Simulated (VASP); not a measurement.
A cell of V (bcc) near equilibrium:

```
CELL_PARAMETERS angstrom
     -1.49397     1.49397     1.49397
      1.49397    -1.49397     1.49397
      1.49397     1.49397    -1.49397
ATOMIC_POSITIONS crystal
  V  0.00000 0.00000 0.00000
```

All values below come from PBE GGA, VASP's PBE PAW potentials (set 64) (plane waves; VASP).

```json
[
 {"run": "as it is", "ΔE (meV/atom)": "0.0", "σxx": "1.63", "σyy": "1.63", "σzz": "1.63", "largest shear component, with its sign (GPa)": "0.00", "largest force (eV/Å)": "0.000"},
 {"run": "after one change", "ΔE (meV/atom)": "7.4", "σxx": "-6.03", "σyy": "-6.03", "σzz": "-6.03", "largest shear component, with its sign (GPa)": "0.00", "largest force (eV/Å)": "0.000"}
]
```
Stress is in GPa, positive when the cell is compressed.

Task: Which change was made?
A. biaxial strain of +0.5 % in the xy plane
B. biaxial strain of -4.0 % in the xy plane
C. isotropic strain of +1.5 %
D. biaxial strain of -0.5 % in the yz plane

Result: C, isotropic strain of +1.5 %

The compound is V in the bcc structure. The run is not spin-polarised, so no magnetic state was tried.
